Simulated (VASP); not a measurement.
# How SCF threshold and PAW data sets change a VASP run on PbF2 (Fluorocronite), part 2 of 2

Aim: find what the SCF threshold and PAW data sets change for PbF2 (Fluorocronite), and what they cost. The series runs use LDA. The start is a cell from a database of measured crystal structures.

VASP 6.6.1, plane waves and PAW; the level of theory is named at each step.

Still holding for the runs below: Spin-orbit coupling is off here; with elements this heavy it splits and shifts levels by tenths of an eV or more.

So far. Step 7 (SCF threshold: EDIFF = 1E-08): Against the run before the energy stays within 0.01 meV an atom; the pressure moves by -0.04 GPa, after 15 cycles in 7 s.

The database entry behind the starting cell differs from later determinations by our own check (0.1 to 0.3 % short, probably kX units), so it need not match the best structure at ambient conditions.

## Step 8: The SCF threshold series as a table

This step: convergence of LDA results with the threshold; plane waves and PAW (VASP 6.6.1).

No new run; the numbers come from the runs before.

Differences are taken from the run with EDIFF = 1E-08. Results of the series, by row:

| setting | status | energy less the reference (meV/atom) | pressure (GPa) | gap (eV) | SCF cycles | wall time (s) |
| --- | --- | --- | --- | --- | --- | --- |
| EDIFF = 0.01 | converged | 0.1353 | -3.521 | 4.252 | 9 | 5 |
| EDIFF = 0.001 | converged | -0.02729 | -4.47 | 4.272 | 10 | 5.2 |
| EDIFF = 1E-04 | converged | 7.07e-4 | -4.342 | 4.263 | 11 | 5.6 |
| EDIFF = 1E-05 | converged | 9.33e-5 | -4.599 | 4.263 | 12 | 6 |
| EDIFF = 1E-06 | converged | -5.00e-5 | -4.497 | 4.263 | 13 | 6.4 |
| EDIFF = 1E-08 | converged | 0 | -4.538 | 4.263 | 15 | 7 |

## Step 9: PAW data sets: minimal 64: Pb F

This step: LDA; plane waves and PAW (Pb, F) (VASP 6.6.1).

Data sets differ in which electrons are valence and how hard the partial waves are.

File INCAR:

```
SYSTEM = PbF2
PREC = Accurate
ENCUT = 520
EDIFF = 1E-06
NELM = 100
ISMEAR = -1
SIGMA = 0.05
LREAL = .FALSE.
ALGO = Normal
GGA = CA
NBANDS = 15
LORBIT = 11
LWAVE = .FALSE.
LCHARG = .FALSE.
KPAR = 4
ISIF = 2
```

File POSCAR:

```
PbF2
1.0
    0.0000000000      2.9636600000      2.9636600000
    2.9636600000      0.0000000000      2.9636600000
    2.9636600000      2.9636600000      0.0000000000
Pb F
1 2
Direct
    0.0000000000      0.0000000000      0.0000000000
    0.2500000000      0.2500000000      0.2500000000
    0.7500000000      0.7500000000      0.7500000000
```

File KPOINTS:

```
Automatic mesh
0
Gamma
7 7 7
0 0 0
```

Potentials, in the order of the species: Pb and F (PBE family, release 64).

Started as:

```bash
mpirun -np 4 vasp_std
```

The log of the run:

```text
[... set-up lines as in an earlier step ...]
 entering main loop
       N       E                     dE             d eps       ncg     rms          rms(c)
DAV:   1     0.975759014166E+02    0.97576E+02   -0.91892E+03   600   0.107E+03
DAV:   2    -0.122985662265E+02   -0.10987E+03   -0.10438E+03   754   0.237E+02
DAV:   3    -0.177797851675E+02   -0.54812E+01   -0.54677E+01   684   0.567E+01
DAV:   4    -0.178202357025E+02   -0.40451E-01   -0.40445E-01   810   0.508E+00
DAV:   5    -0.178205573789E+02   -0.32168E-03   -0.32168E-03   684   0.408E-01    0.112E+01
DAV:   6    -0.162575936520E+02    0.15630E+01   -0.50601E+00   649   0.212E+01    0.716E+00
DAV:   7    -0.162108123518E+02    0.46781E-01   -0.41225E-01   642   0.434E+00    0.543E+00
DAV:   8    -0.161810155810E+02    0.29797E-01   -0.41840E-02   705   0.206E+00    0.207E+00
DAV:   9    -0.161786345798E+02    0.23810E-02   -0.76531E-03   649   0.753E-01    0.370E-01
DAV:  10    -0.161787970878E+02   -0.16251E-03   -0.12757E-03   670   0.259E-01    0.789E-02
DAV:  11    -0.161787687847E+02    0.28303E-04   -0.91461E-05   726   0.845E-02    0.243E-02
DAV:  12    -0.161787684993E+02    0.28535E-06   -0.11657E-05   698   0.229E-02    0.508E-03
DAV:  13    -0.161787687937E+02   -0.29436E-06   -0.22822E-06   677   0.128E-02
   1 F= -.16178769E+02 E0= -.16178769E+02  d E =-.794285E-10
```

Wall time 5.6 s (4 MPI ranks of AMD EPYC 7R43, shared host); peak memory 0.52 GiB.

Parts of OUTCAR (step 9):

```text
   k-points           NKPTS =     20   k-points in BZ     NKDIM =     20   number of bands    NBANDS=     15

   NELECT =      18.0000    total number of electrons

 E-fermi :   1.2278

 k-point     1 :       0.0000    0.0000    0.0000
  band No.  band energies     occupation
    ...
      5      -2.4496      2.00000
      6      -2.4496      2.00000
      7      -1.8812      2.00000
      8      -1.8812      2.00000
      9      -1.8812      2.00000
     10       6.6679      0.00000
     11       6.6679      0.00000
     12       6.6679      0.00000
     13      10.3500      0.00000
     14      14.4566      0.00000
    ...

  Total       -1.9688598     -1.9688598     -1.9688598      0.0000000      0.0000000      0.0000000
  in kB      -60.5912960    -60.5912960    -60.5912960      0.0000000      0.0000000      0.0000000
  external PRESSURE =     -60.5912960 kB  Pullay stress =       0.0000000 kB

 POSITION                                       TOTAL-FORCE (eV/Angst)
 -----------------------------------------------------------------------------------
      0.00000      0.00000      0.00000        -0.000000      0.000000     -0.000000
      1.48183      1.48183      1.48183         0.000000     -0.000000      0.000000
      4.44549      4.44549      4.44549         0.000000      0.000000     -0.000000
 -----------------------------------------------------------------------------------
    total drift:                               -0.000000     -0.000000      0.000000

  FREE ENERGIE OF THE ION-ELECTRON SYSTEM (eV)
  ---------------------------------------------------
  free  energy   TOTEN  =       -16.1787687937 eV

  energy  without entropy=      -16.1787687936  energy(sigma->0) =      -16.17876879

[... 7 parts as in an earlier step ...]

[... 9 further parts left out ...]
```

The data set Pb keeps the semicore shell frozen, which is cheaper and a little less accurate.

Numbers from this step:

- SCF cycles: 13
- electrons: 18
- bands: 15
- free energy (TOTEN): -16.18 eV
- Fermi energy: 1.228 eV
- pressure: -6.059 GPa
- gap on the k-mesh: 4.247 eV
- least direct gap on the k-mesh: 4.480 eV

The series starts at -5.3929 eV an atom and -6.06 GPa, after 13 cycles in 5.6 s.

## Step 10: PAW data sets: recommended 64: Pb d F

This step: LDA; plane waves and PAW (Pb_d, F) (VASP 6.6.1).

Edit INCAR of step 9 so:

```diff
@@ -10,3 +10,3 @@
 GGA = CA
-NBANDS = 15
+NBANDS = 20
 LORBIT = 11
```

POSCAR is that of step 9.

KPOINTS is that of step 9.

The projector-augmented-wave data sets are Pb_d and F (PBE family, release 64).

Started as:

```bash
mpirun -np 4 vasp_std
```

The log of the run:

```text
[... set-up lines as in an earlier step ...]
 entering main loop
       N       E                     dE             d eps       ncg     rms          rms(c)
[... 13 cycles as in an earlier step ...]
   1 F= -.16017892E+02 E0= -.16017892E+02  d E =-.375891E-10
```

The job ended after 6 s (4 MPI ranks; peak memory 0.52 GiB).

From OUTCAR (step 10):

```text
[... 6 parts as in an earlier step ...]

[... 1 further part left out ...]
[key lines of the parts left out:]
E-fermi :   2.6211
```

With 28 valence electrons the pressure is -4.50 GPa, +1.56 GPa from the first of the series, after 13 cycles in 6 s.

## Step 11: PAW data sets: recommended 54: Pb d F

INCAR is that of step 10.

POSCAR is that of step 10.

KPOINTS is that of step 10.

PAW data sets: Pb_d and F (PBE family, release 54).

Started as:

```bash
mpirun -np 4 vasp_std
```

The log of the run:

```text
[... set-up lines as in an earlier step ...]
 entering main loop
       N       E                     dE             d eps       ncg     rms          rms(c)
[... 13 cycles as in an earlier step ...]
   1 F= -.16017892E+02 E0= -.16017892E+02  d E =-.375891E-10
```

Run time: 6 s. Hardware: 4 MPI ranks; peak memory 0.51 GiB.

Parts of OUTCAR (step 11):

```text
[... 6 parts as in an earlier step ...]

[... 1 further part left out ...]
[key lines of the parts left out:]
E-fermi :   2.6211
```

With 28 valence electrons the pressure is -4.50 GPa, +1.56 GPa from the first of the series, after 13 cycles in 6 s.

## Step 12: PAW data sets: GW 64: Pb d GW F GW

This step: LDA; plane waves and PAW (Pb_d_GW, F_GW) (VASP 6.6.1).

Edit INCAR of step 11 so:

```diff
@@ -2,3 +2,3 @@
 PREC = Accurate
-ENCUT = 520
+ENCUT = 640
 EDIFF = 1E-06
@@ -10,3 +10,3 @@
 GGA = CA
-NBANDS = 20
+NBANDS = 21
 LORBIT = 11
```

POSCAR is that of step 11.

KPOINTS is that of step 11.

The projector-augmented-wave data sets are Pb_d_GW and F_GW (PBE family, release 64).

Started as:

```bash
mpirun -np 4 vasp_std
```

The log of the run:

```text
[... set-up lines as in an earlier step ...]
 entering main loop
       N       E                     dE             d eps       ncg     rms          rms(c)
DAV:   1     0.335196912313E+03    0.33520E+03   -0.17368E+04  1115   0.265E+03
DAV:   2     0.480192841716E+01   -0.33039E+03   -0.31285E+03  1309   0.675E+02
DAV:   3    -0.174014342064E+02   -0.22203E+02   -0.21984E+02  1296   0.140E+02
DAV:   4    -0.176500955883E+02   -0.24866E+00   -0.24858E+00   999   0.138E+01
[...]
DAV:  10    -0.160334176208E+02   -0.20552E-03   -0.85557E-04  1113   0.538E-01    0.385E-02
DAV:  11    -0.160334098732E+02    0.77476E-05   -0.10187E-04  1118   0.203E-01    0.790E-03
DAV:  12    -0.160334105836E+02   -0.71032E-06   -0.55121E-06  1001   0.297E-02
   1 F= -.16033411E+02 E0= -.16033411E+02  d E =-.562651E-13
```

The job ended after 10 s (4 MPI ranks; peak memory 0.69 GiB).

From OUTCAR (step 12):

```text
  Total       -1.4287850     -1.4287850     -1.4287850      0.0000000     -0.0000000      0.0000000
  in kB      -43.9705956    -43.9705956    -43.9705956      0.0000000     -0.0000000      0.0000000
  external PRESSURE =     -43.9705956 kB  Pullay stress =       0.0000000 kB

 POSITION                                       TOTAL-FORCE (eV/Angst)
 -----------------------------------------------------------------------------------
      0.00000      0.00000      0.00000         0.000000      0.000000      0.000000
      1.48183      1.48183      1.48183        -0.000000     -0.000000     -0.000000
      4.44549      4.44549      4.44549         0.000000     -0.000000     -0.000000
 -----------------------------------------------------------------------------------
    total drift:                                0.000000      0.000000      0.000000

  FREE ENERGIE OF THE ION-ELECTRON SYSTEM (eV)
  ---------------------------------------------------
  free  energy   TOTEN  =       -16.0334105836 eV

  energy  without entropy=      -16.0334105836  energy(sigma->0) =      -16.03341058

[... 3 further parts left out ...]
[key lines of the parts left out:]
E-fermi :   1.2283
```

With 30 valence electrons the pressure is -4.40 GPa, +1.66 GPa from the first of the series, after 12 cycles in 10 s.

## Step 13: PAW data sets: hard 64: Pb d F h

This step: LDA; plane waves and PAW (Pb_d, F_h) (VASP 6.6.1).

Edit INCAR of step 12 so:

```diff
@@ -2,3 +2,3 @@
 PREC = Accurate
-ENCUT = 640
+ENCUT = 1010
 EDIFF = 1E-06
@@ -10,3 +10,3 @@
 GGA = CA
-NBANDS = 21
+NBANDS = 20
 LORBIT = 11
```

POSCAR is that of step 12.

KPOINTS is that of step 12.

The projector-augmented-wave data sets are Pb_d and F_h (PBE family, release 64).

Started as:

```bash
mpirun -np 4 vasp_std
```

The log of the run:

```text
[... set-up lines as in an earlier step ...]
 entering main loop
       N       E                     dE             d eps       ncg     rms          rms(c)
DAV:   1     0.428090471236E+03    0.42809E+03   -0.21031E+04   800   0.258E+03
DAV:   2     0.658338331954E+02   -0.36226E+03   -0.34233E+03   916   0.600E+02
DAV:   3    -0.128973939620E+02   -0.78731E+02   -0.72502E+02  1104   0.210E+02
DAV:   4    -0.175344975284E+02   -0.46371E+01   -0.46212E+01   956   0.527E+01
[...]
DAV:  11    -0.160376023454E+02    0.40586E-05   -0.14712E-04   944   0.188E-01    0.338E-02
DAV:  12    -0.160375942500E+02    0.80953E-05   -0.49808E-05   904   0.752E-02    0.578E-03
DAV:  13    -0.160375946381E+02   -0.38807E-06   -0.22186E-06   760   0.203E-02
   1 F= -.16037595E+02 E0= -.16037595E+02  d E =-.384026E-10
```

Wall time 20 s (4 MPI ranks); peak memory 1 GiB; 78 s of CPU time.

Parts of OUTCAR (step 13):

```text
  Total       -1.4024823     -1.4024823     -1.4024823      0.0000000      0.0000000      0.0000000
  in kB      -43.1611344    -43.1611344    -43.1611344      0.0000000      0.0000000      0.0000000
  external PRESSURE =     -43.1611344 kB  Pullay stress =       0.0000000 kB

 POSITION                                       TOTAL-FORCE (eV/Angst)
 -----------------------------------------------------------------------------------
      0.00000      0.00000      0.00000        -0.000000     -0.000000     -0.000000
      1.48183      1.48183      1.48183         0.000000     -0.000000     -0.000000
      4.44549      4.44549      4.44549        -0.000000      0.000000      0.000000
 -----------------------------------------------------------------------------------
    total drift:                               -0.000000     -0.000000      0.000000

  FREE ENERGIE OF THE ION-ELECTRON SYSTEM (eV)
  ---------------------------------------------------
  free  energy   TOTEN  =       -16.0375946381 eV

  energy  without entropy=      -16.0375946380  energy(sigma->0) =      -16.03759464

[... 1 part as in an earlier step ...]

[... 2 further parts left out ...]
[key lines of the parts left out:]
E-fermi :   2.9563
```

With 28 valence electrons the pressure is -4.32 GPa, +1.74 GPa from the first of the series, after 13 cycles in 20 s.

## Step 14: PAW data sets: soft 64: Pb d F s

This step: LDA; plane waves and PAW (Pb_d, F_s) (VASP 6.6.1).

Edit INCAR of step 13 so:

```diff
@@ -2,3 +2,3 @@
 PREC = Accurate
-ENCUT = 1010
+ENCUT = 400
 EDIFF = 1E-06
```

POSCAR is that of step 13.

KPOINTS is that of step 13.

PAW data sets: Pb_d and F_s (PBE family, release 64).

Started as:

```bash
mpirun -np 4 vasp_std
```

The log of the run:

```text
[... set-up lines as in an earlier step ...]
 entering main loop
       N       E                     dE             d eps       ncg     rms          rms(c)
DAV:   1     0.252656635369E+03    0.25266E+03   -0.12737E+04   800   0.133E+03
DAV:   2    -0.332413721983E+01   -0.25598E+03   -0.24883E+03   828   0.406E+02
DAV:   3    -0.173078596018E+02   -0.13984E+02   -0.13935E+02   952   0.113E+02
DAV:   4    -0.176337372845E+02   -0.32588E+00   -0.32583E+00   904   0.188E+01
[...]
DAV:  11    -0.160172939583E+02    0.26920E-04   -0.18674E-04   888   0.138E-01    0.185E-02
DAV:  12    -0.160172876201E+02    0.63382E-05   -0.44246E-05  1020   0.896E-02    0.504E-03
DAV:  13    -0.160172882784E+02   -0.65826E-06   -0.27204E-06   860   0.181E-02
   1 F= -.16017288E+02 E0= -.16017288E+02  d E =-.302895E-10
```

Elapsed: 4.8 s, on 4 MPI ranks; peak memory 0.44 GiB; 16 s of CPU time.

Parts of OUTCAR (step 14):

```text
  Total       -1.4098086     -1.4098086     -1.4098086      0.0000000      0.0000000      0.0000000
  in kB      -43.3865977    -43.3865977    -43.3865977      0.0000000      0.0000000      0.0000000
  external PRESSURE =     -43.3865977 kB  Pullay stress =       0.0000000 kB

 POSITION                                       TOTAL-FORCE (eV/Angst)
 -----------------------------------------------------------------------------------
      0.00000      0.00000      0.00000         0.000000     -0.000000     -0.000000
      1.48183      1.48183      1.48183         0.000000      0.000000      0.000000
      4.44549      4.44549      4.44549        -0.000000     -0.000000     -0.000000
 -----------------------------------------------------------------------------------
    total drift:                                0.000000      0.000000      0.000000

  FREE ENERGIE OF THE ION-ELECTRON SYSTEM (eV)
  ---------------------------------------------------
  free  energy   TOTEN  =       -16.0172882784 eV

  energy  without entropy=      -16.0172882783  energy(sigma->0) =      -16.01728828

[... 1 part as in an earlier step ...]

[... 2 further parts left out ...]
[key lines of the parts left out:]
E-fermi :   2.8018
```

With 28 valence electrons the pressure is -4.34 GPa, +1.72 GPa from the first of the series, after 13 cycles in 4.8 s.

## Step 15: The PAW data sets series as a table

This step: convergence of LDA results with the datasets; plane waves and PAW (VASP 6.6.1).

This step runs nothing: it gathers the runs above.

Results of the series, by row:

| setting | status | pressure (GPa) | gap (eV) | SCF cycles | wall time (s) |
| --- | --- | --- | --- | --- | --- |
| minimal 64: Pb F, 520 eV | converged | -6.059 | 4.247 | 13 | 5.6 |
| recommended 64: Pb_d F, 520 eV | converged | -4.497 | 4.263 | 13 | 6 |
| recommended 54: Pb_d F, 520 eV | converged | -4.497 | 4.263 | 13 | 6 |
| gw 64: Pb_d_GW F_GW, 640 eV | converged | -4.397 | 4.267 | 12 | 10.4 |
| hard 64: Pb_d F_h, 1010 eV | converged | -4.316 | 4.263 | 13 | 20 |
| soft 64: Pb_d F_s, 400 eV | converged | -4.339 | 4.261 | 13 | 4.8 |

## Step 16: Results

| Property | Result |
| --- | --- |
| SCF threshold from which the energy stays within 10 meV/atom of the reference | EDIFF = 0.01 |
| SCF threshold from which the energy stays within 1 meV/atom of the reference | EDIFF = 0.01 |
| SCF threshold from which the pressure stays within 0.2 GPa of the reference | EDIFF = 0.001 |
| spread of the pressure over the SCF threshold | 1.08 GPa |
| spread of the energy over the SCF threshold | 0.163 meV/atom |
| spread of the pressure over the PAW data sets | 1.74 GPa |

From EDIFF = 0.01 on, the energy stays within 1 meV an atom of the reference, at 71 % of its time. The pressure holds within 0.2 GPa from EDIFF = 0.001 on. The loosest stop saves 6 of 15 cycles and costs +0.1 meV an atom, +1.02 GPa. The choice of data set moves the pressure between -6.06 GPa (minimal 64: Pb F) and -4.32 GPa (hard 64: Pb_d F_h); the cutoffs differ too (1010, 400, 520 and 640 eV). The gap moves by up to 0.02 eV. Data sets differ in their zero of energy, so energies are not compared. Forces vanish by symmetry in this cell, so the series can't test them.

[Lines on the potential files, build, host, timing and source positions are cut from VASP's logs without a mark.]

[Logs are printed without paths, hosts, clocks, repeated set-up lines and the standing remarks that a program may print on its own settings, such as how far it seeks lower states.]

[Hosts, paths, dates, database ids (printed as entryN), source tags and the programs' standing remarks are cut or masked in the printed files.]

[A measured line is paired with the nearest computed mode of its activity, which favours agreement.]
